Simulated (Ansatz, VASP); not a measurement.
## SnW (wurtzite type (invented)) in two plane-wave programs

Wanted: the spread between two codes on one cell, functional and k mesh. The cell is generated by rule, not measured, and may not be a known phase. The cell is taken from a series of runs on this material, whose earlier steps may have relaxed, scaled, displaced or heated it; both programs get it as it stands.

Calculated with Ansatz 0.2.0; plane waves, with VASP 6.6.1 beside it; relaxation of cell and atoms at LDA.

## Step 1: The structure

It takes space group P6_3/mmc (No. 194, hexagonal). Conventional cell: a = 4.628 Å, b = 4.628 Å, c = 5.300 Å, α = 90.00°, β = 90.00°, γ = 120.00°. W has 5 Sn at 2.65 to 2.67 Å nearest. Nearest to Sn lie 5 W at 2.65 to 2.67 Å. Farther neighbours are not listed.

Coordinates:

```
W Sn
1.0
     4.62752    0.00000    0.00000
    -2.31376    4.00755    0.00000
     0.00000    0.00000    5.29972
W Sn
2 2
Cartesian
  0.0000 2.6717 4.9686
  2.3138 1.3358 2.3187
  0.0000 2.6717 2.3186
  2.3138 1.3358 4.9684
```

## Step 2: VASP: relaxation of cell and atoms, LDA

The relaxed volume is the usual yardstick between codes: in a stiff, nearly cubic crystal its relative difference is about their pressure difference at one cell divided by the bulk modulus.

Lines of VASP's logs that name or quote its potential files are left out, and so is its time.

INCAR reads:

```
SYSTEM = SnW
PREC = Accurate
ENCUT = 600
EDIFF = 1E-07
NELM = 120
ISMEAR = 0
SIGMA = 0.1
LREAL = .FALSE.
ALGO = Normal
GGA = CA
NBANDS = 26
LASPH = .TRUE.
LORBIT = 11
LWAVE = .FALSE.
LCHARG = .FALSE.
ISIF = 3
IBRION = 2
NSW = 80
EDIFFG = -0.005
GGA_COMPAT = .FALSE.
NELMIN = 4
KPAR = 2
```

POSCAR reads:

```
SnW
1.0
    4.6275180000      0.0000000000      0.0000000000
   -2.3137590000      4.0075480000      0.0000000000
    0.0000000000      0.0000000000      5.2997240000
W Sn
2 2
Direct
    0.3333333749      0.6666667498      0.9375125950
    0.6666666251      0.3333332502      0.4375125950
    0.3333333749      0.6666667498      0.4374873107
    0.6666666251      0.3333332502      0.9374873107
```

KPOINTS reads:

```
Automatic mesh
0
Gamma
12 12 8
0 0 0
```

The projector-augmented-wave data sets are W and Sn_d (LDA family, release 64).

Command:

```
$ mpirun -np 2 vasp_std
```

Numbers of over 12 decimals in the logs are rounded to 6 here.

Log:

```text
[banner, memory and clock lines left out]
running    2 mpi-ranks, on    1 nodes
 distrk:  each k-point on    1 cores,    2 groups
 distr:  one band on    1 cores,    1 groups

 POSCAR found type information on POSCAR W Sn
 POSCAR found :  2 types and       4 ions
 LDA part: xc-table for (Slater(with rela. corr.)+CA(PZ))
 , standard interpolation
 POSCAR, INCAR and KPOINTS ok, starting setup
 FFT: planning ... GRIDC
 FFT: planning ... GRID_SOFT
 FFT: planning ... GRID
 WAVECAR not read
 entering main loop
       N       E                     dE             d eps       ncg     rms          rms(c)
DAV:   1     0.360924751338E+03    0.36092E+03   -0.21342E+04  5006   0.225E+03
DAV:   2     0.195185309969E+02   -0.34141E+03   -0.33483E+03  4988   0.538E+02
DAV:   3    -0.295704503055E+02   -0.49089E+02   -0.47869E+02  6200   0.173E+02
DAV:   4    -0.322436342322E+02   -0.26732E+01   -0.25870E+01  5996   0.402E+01
DAV:   5    -0.323327475938E+02   -0.89113E-01   -0.88425E-01  6384   0.740E+00    0.194E+01
DAV:   6    -0.310457488488E+02    0.12870E+01   -0.50115E+00  5990   0.852E+00    0.681E+00
DAV:   7    -0.309242312123E+02    0.12152E+00   -0.25434E-01  6158   0.527E+00    0.367E+00
DAV:   8    -0.308943901145E+02    0.29841E-01   -0.67433E-02  6230   0.212E+00    0.288E-01
DAV:   9    -0.308936050384E+02    0.78508E-03   -0.83117E-03  6218   0.123E+00    0.173E-01
DAV:  10    -0.308935720704E+02    0.32968E-04   -0.46729E-04  6410   0.162E-01    0.329E-02
DAV:  11    -0.308935718887E+02    0.18170E-06   -0.41008E-05  6516   0.595E-02    0.824E-03
DAV:  12    -0.308935723441E+02   -0.45532E-06   -0.24469E-06  6396   0.140E-02    0.399E-03
DAV:  13    -0.308935723492E+02   -0.50950E-08   -0.23552E-07  4196   0.299E-03
   1 F= -.30893572E+02 E0= -.30885916E+02  d E =-.308936E+02
[...]
2 F= -.30892720E+02 E0= -.30885035E+02  d E =0.852386E-03
[...]
3 F= -.30894200E+02 E0= -.30886534E+02  d E =-.627783E-03
[...]
4 F= -.30894200E+02 E0= -.30886533E+02  d E =-.627606E-03
[...]
5 F= -.30894194E+02 E0= -.30886512E+02  d E =0.619934E-05
 trial-energy change:    0.000006  1 .order    0.000006   -0.000048    0.000060
 step:   0.3905(harm=  0.3905)  dis= 0.00002  next Energy=   -30.894211 (dE=-0.107E-04)
 bond charge predicted
       N       E                     dE             d eps       ncg     rms          rms(c)
DAV:   1    -0.308942840771E+02   -0.90315E-04   -0.20596E-03  5814   0.324E-01    0.392E-02
DAV:   2    -0.308942304672E+02    0.53610E-04   -0.90563E-05  6536   0.938E-02    0.227E-02
DAV:   3    -0.308942103462E+02    0.20121E-04   -0.52620E-05  5432   0.533E-02    0.428E-03
DAV:   4    -0.308942106616E+02   -0.31542E-06   -0.69421E-06  5440   0.219E-02    0.234E-03
DAV:   5    -0.308942106102E+02    0.51345E-07   -0.21220E-07  4310   0.474E-03
   6 F= -.30894211E+02 E0= -.30886537E+02  d E =-.106550E-04
 curvature:  -0.20 expect dE=-0.196E-06 dE for cont linesearch -0.130E-08
 trial: gam=-0.03050 g(F)=  0.294E-07 g(S)=  0.935E-06 ort = 0.603E-06 (trialstep = 0.783E+00)
 search vector abs. value=  0.981E-06
 reached required accuracy - stopping structural energy minimisation
```

OUTCAR, selected parts (step 2):

```text
ion  position               nearest neighbor table
   1  0.333  0.667  0.938-   3 2.65   3 2.65   4 2.67   4 2.67   4 2.67
   2  0.667  0.333  0.438-   4 2.65   4 2.65   3 2.67   3 2.67   3 2.67
   3  0.333  0.667  0.437-   1 2.65   1 2.65   2 2.67   2 2.67   2 2.67
   4  0.667  0.333  0.937-   2 2.65   2 2.65   1 2.67   1 2.67   1 2.67

  LATTYP: Found a hexagonal cell.
 ALAT       =     4.6275180000
 C/A-ratio  =     1.1452627521

 Subroutine GETGRP returns: Found 12 space group operations
 (whereof  6 operations were pure point group operations)

The static configuration has the point symmetry C_3v.
 The point group associated with its full space group is C_6v.

 Found     95 irreducible k-points:

   k-points           NKPTS =     95   k-points in BZ     NKDIM =     95   number of bands    NBANDS=     26

   dimension x,y,z NGX =    40 NGY =   40 NGZ =   42
   dimension x,y,z NGXF=    80 NGYF=   80 NGZF=   84

   ENCUT  =  600.0 eV  44.10 Ry    6.64 a.u.   9.24  9.24 10.58*2*pi/ulx,y,z

   NELECT =      40.0000    total number of electrons

 k-points in reciprocal lattice and weights: Automatic mesh
   0.00000000  0.00000000  0.00000000       0.001
   0.08333333 -0.00000000  0.00000000       0.005
   0.16666667 -0.00000000  0.00000000       0.005
   0.25000000 -0.00000000  0.00000000       0.005
   0.33333333 -0.00000000  0.00000000       0.005
   0.41666667 -0.00000000  0.00000000       0.005
   0.50000000 -0.00000000  0.00000000       0.003
   0.08333333  0.08333333  0.00000000       0.005
   0.16666667  0.08333333  0.00000000       0.010
[...]
0.33333333  0.25000000  0.50000000       0.010
   0.33333333  0.33333333  0.50000000       0.002

 average (electrostatic) potential at core
       1 -40.0115       2 -40.0115       3-100.1041       4-100.1041

 E-fermi :   6.0058

 k-point     1 :       0.0000    0.0000    0.0000
  band No.  band energies     occupation
    ...
     16       3.5672      2.00000
     17       3.5672      2.00000
     18       4.7381      2.00000
     19       4.7381      2.00000
     20       5.7741      1.99895
     21       6.3465      0.00000
     22       6.3465      0.00000
     23       7.3761      0.00000
     24       9.2729      0.00000
     25       9.3526      0.00000
    ...

 k-point     2 :       0.0833   -0.0000    0.0000
  band No.  band energies     occupation
    ...
     16       3.5122      2.00000
     17       3.6549      2.00000
     18       4.6754      2.00000
     19       4.7058      2.00000
     20       5.8335      1.98521
     21       6.3870      0.00000
     22       6.4326      0.00000
     23       7.3482      0.00000
     24       9.1163      0.00000
     25       9.1206      0.00000
    ...

 k-point     3 :       0.1667   -0.0000    0.0000
  band No.  band energies     occupation
    ...
     16       3.4181      2.00000
     17       3.8875      2.00000
     18       4.5108      2.00000
     19       4.6246      2.00000
     20       5.9525      1.54933
     21       6.4903      0.00000
     22       6.6675      0.00000
     23       7.2008      0.00000
     24       8.5553      0.00000
     25       8.7244      0.00000
    ...

  Total        0.0049884      0.0049884      0.0052664      0.0000000     -0.0000000      0.0000000
  in kB        0.0816638      0.0816638      0.0862148      0.0000000     -0.0000000      0.0000000
  external PRESSURE =       0.0831808 kB  Pullay stress =       0.0000000 kB

  energy-cutoff  :      600.00
  volume of cell :       97.87
      direct lattice vectors                 reciprocal lattice vectors
     4.619543844 -0.000000000  0.000000000     0.216471590  0.124979935 -0.000000000
    -2.309771922  4.000642179 -0.000000000     0.000000000  0.249959870 -0.000000000
     0.000000000  0.000000000  5.295592539    -0.000000000 -0.000000000  0.188836281

 POSITION                                       TOTAL-FORCE (eV/Angst)
 -----------------------------------------------------------------------------------
      0.00000      2.66710      4.96462        -0.000000      0.000000     -0.000391
      2.30977      1.33355      2.31682        -0.000000     -0.000000     -0.000391
      0.00000      2.66710      2.31682        -0.000000      0.000000      0.000391
      2.30977      1.33355      4.96462         0.000000     -0.000000      0.000391
 -----------------------------------------------------------------------------------
    total drift:                               -0.000000     -0.000000      0.001364

  FREE ENERGIE OF THE ION-ELECTRON SYSTEM (eV)
  ---------------------------------------------------
  free  energy   TOTEN  =       -30.8942106102 eV

  energy  without entropy=      -30.8788639715  energy(sigma->0) =      -30.88653729

 reached required accuracy - stopping structural energy minimisation

 total charge
# of ion       s       p       d       tot
------------------------------------------
    1        0.528   0.374   4.191   5.094
    2        0.528   0.374   4.191   5.094
    3        1.160   1.481  10.069  12.711
    4        1.160   1.481  10.069  12.711
--------------------------------------------------
tot          3.377   3.711  28.520  35.609

[... 3 further parts left out ...]
```

## Step 3: Ansatz: relaxation of cell and atoms, LDA

Ansatz runs on its default PAW (the set named soft_2) files.

The same cell, functional (in two slightly different forms), mesh and smearing now go to Ansatz, which takes its cutoff from its data sets.

input.yaml reads:

```yaml
crystal:
  lattice:
    - [4.6275178463, 0.0, 0.0]
    - [-2.3137589231, 4.0075480113, 0.0]
    - [0.0, 0.0, 5.2997236542]
  atoms:
    - { symbol: W, position: [0.3333333333, 0.6666666667, -0.0624873858] }
    - { symbol: W, position: [0.6666666667, 0.3333333333, 0.4375126142] }
    - { symbol: Sn, position: [0.3333333333, 0.6666666667, 0.4374873858] }
    - { symbol: Sn, position: [0.6666666667, 0.3333333333, 0.9374873858] }
kpoints:
  mp_grid: { grid: [12, 12, 8] }
hamiltonian:
  xc: lda
scf:
  occupations: { method: gaussian, width: 0.1 }
output:
  forces: true
  stress: true
  eigenvalues: true
relax:
  adjacent_minimum: "off"
  f_tol: 0.005
  max_steps: 80
  cell: { stress_tol: 0.05 }
```

Command:

```
$ ansatz run input.yaml --threads 2 --pin off --max-ram 5120MiB --backend cpu --events-out ev --progress --plain --runs-dir out
```

Log:

```text
Engine: ansatz 0.2.0, aarch64-unknown-linux-gnu
Pseudopotentials: kind: paw
Pseudopotential: W, paw, valence charge 14, recommended cutoff 420 eV (normal), W.paw.azcp
Pseudopotential: Sn, paw, valence charge 14, recommended cutoff 420 eV (normal), Sn.paw.azcp
Functional definition: SPW92
  exchange = slater_x
  correlation = pw_c
Crystal: 4 atoms, lattice volume = 98.283 Å³
Basis set: ecut = 420 eV, 1907 PW (Γ)
Bands: 34, of which v1, the nominal top of the filled ones, is band 28 counted from 1 (27 counted from 0)
Symmetry: 12 space group operations
Space group: P63mc (ITA 186), of the structure as read, at distance tolerance 4.6e-5 Å
k-points: 95 of 1152 (time reversal used)
Non-local potential: W, projectors of the file, l = 0: 3, l = 1: 2, l = 2: 2, l = 3: 1
Non-local potential: Sn, projectors of the file, l = 0: 2, l = 1: 2, l = 2: 2, l = 3: 2
PAW form: soft (Blöchl's): semilocal exchange-correlation on the pseudo side does not see the compensation charge
PAW frozen core: W, regenerated for the run's functional, and the local potential with it (the file was generated under x = pbe(κ = 0.804, μ = 0.219515), c = pbe(β = 0.066725))
PAW frozen core: Sn, regenerated for the run's functional, and the local potential with it (the file was generated under x = pbe(κ = 0.804, μ = 0.219515), c = pbe(β = 0.066725))
PAW one-centre angular grid: W, 590 points (default); XC on 64 Gauss nodes
PAW one-centre angular grid: Sn, 590 points (default); XC on 64 Gauss nodes
Initial density: superposition of atomic densities (neutral atoms: chi_scale 0, normalization atom), corrected by the library's trained network
Initial wavefunctions: pseudopotential atomic-orbital guess
Functional: x = slater, c = lda
SCF iter   1: F=—  HF=-32012.277865 eV  |F-HF|=—  |Δ(HF+E_count)|=         —  Δρ=7.81e-3  dr2=3.68e-2  ethr=1.77e-3  ⟨swp⟩=6.1  Hψ=12962  notcnv=0
preconditioner: auto → LDOS  [metal: Δε(μ)=0.004 eV  Ē_g=13.554 eV  σ=0.100 eV  W_gap=0.02  n_scr=22 (ndim 8)  ℏωp=23.7 eV  f_vac=0.044  D(μ)=3.18/eV (n_scr^D=22)  β→1.0]
SCF iter   2: F=—  HF=-32012.269629 eV  |F-HF|=—  |Δ(HF+E_count)|=   8.24e-3  Δρ=3.25e-3  dr2=8.08e-3  ethr=6.56e-5  ⟨swp⟩=2.1  Hψ=6939  notcnv=0  defer=23
SCF iter   3: F=—  HF=-32012.266068 eV  |F-HF|=—  |Δ(HF+E_count)|=   3.56e-3  Δρ=4.79e-4  dr2=1.52e-4  ethr=1.44e-5  ⟨swp⟩=2.1  Hψ=5779  notcnv=0  defer=23
SCF iter   4: F=—  HF=-32012.266051 eV  |F-HF|=—  |Δ(HF+E_count)|=   1.66e-5  Δρ=8.03e-5  dr2=5.07e-6  ethr=2.72e-7  ⟨swp⟩=2.0  Hψ=5109  notcnv=0  defer=23
SCF iter   5: F=—  HF=-32012.266047 eV  |F-HF|=—  |Δ(HF+E_count)|=   4.38e-6  Δρ=2.33e-5  dr2=3.96e-7  ethr=9.06e-9  ⟨swp⟩=2.1  Hψ=5566  notcnv=0  defer=22
SCF iter   6: F=-32012.266047 eV  HF=-32012.266047 eV  |F-HF|=1.22e-9  |Δ(HF+E_count)|=   3.61e-8  Δρ=4.04e-6  dr2=1.06e-8  ethr=1.79e-10  ⟨swp⟩=7.4  Hψ=14122  notcnv=0
SCF 1 converged in 6 iterations: F = -32012.266047 eV  dr2 = 1.06e-8
  greatest PAW one-centre occupation: 1.000 electrons in one spin orbital (limit 2), on the W atom at site 1 (counted from 0), in its partial waves of l = 0
relax step   1: F+E_penalty+E_count = -32012.26604657 eV  Δ(F+E_penalty+E_count) = +0.000e0 eV  max|allowed force component| = 2.054e-3 eV/Å  Δτ_max = 0.0000 Å  P = -0.296 GPa  Ω = 98.283 Å³  (6 SCF iters, dr2 threshold 1.00e-7 eV, accepted)
[...]
relax step   2: F+E_penalty+E_count = -32012.26581643 eV  Δ(F+E_penalty+E_count) = +2.301e-4 eV  max|allowed force component| = 3.011e-3 eV/Å  Δτ_max = 0.0002 Å  P = +0.478 GPa  Ω = 97.599 Å³  energy of the carried Pulay correction = +1.813e-4 eV  (4 SCF iters, dr2 threshold 3.86e-7 eV, rejected (line search))
[...]
relax step   3: F+E_penalty+E_count = -32012.26643153 eV  Δ(F+E_penalty+E_count) = -3.850e-4 eV  max|allowed force component| = 7.972e-5 eV/Å  Δτ_max = 0.0001 Å  P = -0.001 GPa  Ω = 98.018 Å³  energy of the carried Pulay correction = +6.985e-5 eV  (7 SCF iters, accepted)
[...]
relax step   4: F+E_penalty+E_count = -32012.26635837 eV  Δ(F+E_penalty+E_count) = +7.316e-5 eV  max|allowed force component| = 7.982e-5 eV/Å  Δτ_max = 0.0000 Å  P = -0.001 GPa  Ω = 98.018 Å³  stress off target by 5.20e-3 GPa  SCF on the basis re-selected at this cell (its energy is not comparable with the rows above)  (3 SCF iters)
basis re-selected at this cell: Δ(F+E_penalty+E_count) = +7.316e-5 eV, ΔP = +0.000 GPa vs the last step (what re-selecting the basis moved, of the pressure what is left beyond the Pulay correction that the steps carried, after the strain that the cell walked since its last selection, with what the two solves' SCF thresholds leave and, on support functions, any second-order correction that the steps lacked; it is no m [...]
SCF converged after 3 iterations
Free energy (F): -32012.266358 eV
Harris-Foulkes:  -32012.266358 eV  (|F-HF|=2.18e-11)
Internal energy: -32012.251024 eV  (E = F + TS)
E sigma→0 (E₀):  -32012.258691 eV
Entropy (-TS):   -0.015335 eV (-3.834 meV/atom)
Fermi energy:    12.175899 eV
--- Per-component energies (eV) ---
  E_band       = -559.942041
  E_kinetic    = 1281.292508
  E_local      = -4151.801760  (includes V_loc(G=0)·N_el)
  E_nonlocal   = -35.178413
  E_hartree    = 1998.616262
  E_xc         = -1284.022362
  E_vxc        = -670.199443  (∫ρ·V_xc dr)
  E_paw        = -24616.075031  (= ΣΔE_a)
  E_vpaw       = -981.286941  (= ΣTr[D̂ρ^β])
  E_aug_tail   = -0.000133  (compensation charges beyond the density's cutoff)
  E_ewald      = -5206.498197
  E_core_change = 1.416102  (= ΣΔE_core)
  E_smearing   = -0.015335  (= −TS)
  E_closure    = -0.000000  (closes the sum)
  Σ components = -32012.266358   (vs F -32012.266358, Δ=0.00e0)
--- Forces (eV/Å), atoms counted from 1 ---
  atom   1  W      0.00000000     0.00000000    -0.00008312
  atom   2  W      0.00000000    -0.00000000    -0.00008312
  atom   3  Sn    -0.00000000     0.00000000     0.00007651
  atom   4  Sn     0.00000000    -0.00000000     0.00007651
  max |Σ_I F_I| component: 1.32e-5 eV/Å
--- Stress (GPa, compression-positive) ---
       -0.004130      -0.000000       0.000000
       -0.000000      -0.004130       0.000000
        0.000000       0.000000       0.005198
  P = ⅓ Tr σ = -0.0010 GPa (-0.010 kbar)
--- Band table (eV; the first three rows and the last of 95) ---
  k-point 0: bands = [... 24 lower, 9.7351, 10.9124, 10.9124, 11.9488, 12.5209, 12.5209, 13.4930, 15.3897, ... 2 higher]
  k-point 1: bands = [... 24 lower, 9.6009, 11.1084, 11.1084, 11.5788, 12.5766, 12.5766, 14.0626, 15.1322, ... 2 higher]
  k-point 2: bands = [... 24 lower, 9.3649, 10.6760, 11.5225, 11.5225, 12.6555, 12.6555, 14.9714, 15.1912, ... 2 higher]
  k-point 94: bands = [... 24 lower, 9.9845, 9.9845, 11.5431, 11.5431, 12.8062, 12.8062, 12.9300, 12.9300, ... 2 higher]
--- Relaxed structure (3 steps of the walk, 2 accepted, 1 SCFs on fresh bases) ---
  F+E_penalty+E_count = -32012.26635837 eV   max|allowed force component| = 7.982e-5 eV/Å   (the final SCF, on the basis selected at the relaxed cell)
  cell:  # Å, volume = 98.0177 Å³
    - [4.621646, -2.8830876214911094e-11, -3.6905900283165634e-19]
    - [-2.310823, 4.002463, 1.8452950141481486e-19]
    - [-4.22669515727814e-19, 0, 5.298834]
  atoms:
    - { symbol: W, position: [0.333333, 0.666667, -0.062499] }
    - { symbol: W, position: [0.666667, 0.333333, 0.437501] }
    - { symbol: Sn, position: [0.333333, 0.666667, 0.437499] }
    - { symbol: Sn, position: [0.666667, 0.333333, 0.937499] }
```

Reading the cycles: dr2 is the Hartree energy of the density residual (eV), the measure of convergence; HF is the Harris–Foulkes estimate of the energy, which meets the free energy F at convergence.

## Step 4: Side by side

Known differences besides the potentials themselves: the two LDA forms differ slightly; the data sets hold 56 valence electrons in Ansatz (on its default PAW (the set named soft_2) files) and 40 in VASP; the cutoff is 420 eV in Ansatz and 600 eV in VASP; VASP's log shows a relativistic correction to its local exchange, Ansatz's none; Ansatz adds a Pulay correction to the stress that steers its cell, VASP none. Total energies have different zeros and are not compared.

Compared:

```tsv
quantity	Ansatz	VASP	difference
volume (Å³)	98.02	97.87	+0.15 %
edge a after relaxation, in the typed setting (Å)	4.622	4.620	+0.05 %
edge c after relaxation, in the typed setting (Å)	5.299	5.296	+0.06 %
```

## Step 5: What came out

```json
{
 "difference in volume (relaxation of cell and atoms, LDA)": "0.15 %"
}
```

**Reading.** The difference in volume is 0.15 % (relaxation of cell and atoms, LDA), within the 1.2 % picked in this series as the mark of a large difference, as far as the stopping tolerances let one tell. The data sets hold unlike numbers of valence electrons (56 in Ansatz and 40 in VASP), so part of the differences comes from the potentials. 1 further run of this series is not shown here. Such differences can come from data sets, numerical settings and the points named under the comparisons, not from the functional's error against experiment.

[Lines on the potential files, build, host, timing and source positions are cut from VASP's logs without a mark.]

[Logs are printed without paths, hosts, clocks, repeated set-up lines and the standing remarks that a program may print on its own settings, such as how far it seeks lower states.]

[Hosts, paths, dates, database ids (printed as entryN), source tags and the programs' standing remarks are cut or masked in the printed files.]
